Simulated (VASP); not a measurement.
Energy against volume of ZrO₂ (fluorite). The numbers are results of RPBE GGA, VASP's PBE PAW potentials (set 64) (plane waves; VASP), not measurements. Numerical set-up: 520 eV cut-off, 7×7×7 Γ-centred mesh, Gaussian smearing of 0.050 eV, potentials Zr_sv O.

```csv
V (Å³/atom),E (eV/atom)
10.714,-9.04176
11.056,-9.06630
11.398,-9.07415
11.740,-9.06776
```

Question: Fit these four points and predict the energy of the run at 12.082 Å³/atom.

Answer: A cubic in V^(−2/3), the third-order Birch-Murnaghan form, passes through the four points with V0 = 11.41 Å³/atom and B0 = 221 GPa, and gives -9.0492 eV/atom there. The run gave -9.0492 eV/atom, +0.1 meV/atom from the fit; all five points give B0 = 221 GPa.

The compound is ZrO2 in the fluorite structure, the high-temperature cubic form, which is unstable at 0 K; the monoclinic form is the stable one. It was relaxed first.
